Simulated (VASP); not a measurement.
Method: r2SCAN meta-GGA, VASP's PBE PAW potentials (set 64) (plane waves; VASP 6.6.1).

The input files of a VASP run:

**POSCAR**
```
NaCl
4.0344320
  0.0000000000   0.7071067122   0.7071067122
  0.7071067122   0.0000000000   0.7071067122
  0.7071067122   0.7071067122   0.0000000000
Na Cl
1 1
Cart
  0.0000000000   0.0000000000   0.0000000000
  0.7071067122   0.7071067122   0.7071067122
```

KPOINTS:
```
Regular mesh
0
Gamma
8 8 8
```

**INCAR**
```
SYSTEM = NaCl
PREC = Accurate
ENCUT = 520
EDIFF = 1E-7
NELM = 100
ALGO = Normal
LREAL = .FALSE.
LASPH = .TRUE.
ISMEAR = 0
SIGMA = 0.05
METAGGA = R2SCAN
LMIXTAU = .TRUE.
LWAVE = .FALSE.
LCHARG = .FALSE.
ISIF = 2
```

POTCAR, in this order: Na_pv Cl (PBE.64 set). Program: vasp_std.

Task: What will the output report for the number of irreducible k-points (NKPTS), largest plane-wave count, number of space-group operations, FFT grid (NGX, NGY, NGZ)?

Result: 
| Item | Result |
|---|---|
| number of irreducible k-points (NKPTS) | 29 |
| largest plane-wave count | 1283 |
| number of space-group operations | 48 |
| FFT grid (NGX, NGY, NGZ) | 30 × 30 × 30 |

The compound is NaCl in the rock salt structure. This cell is one point of a volume scan, at 1.06 of the reference volume.
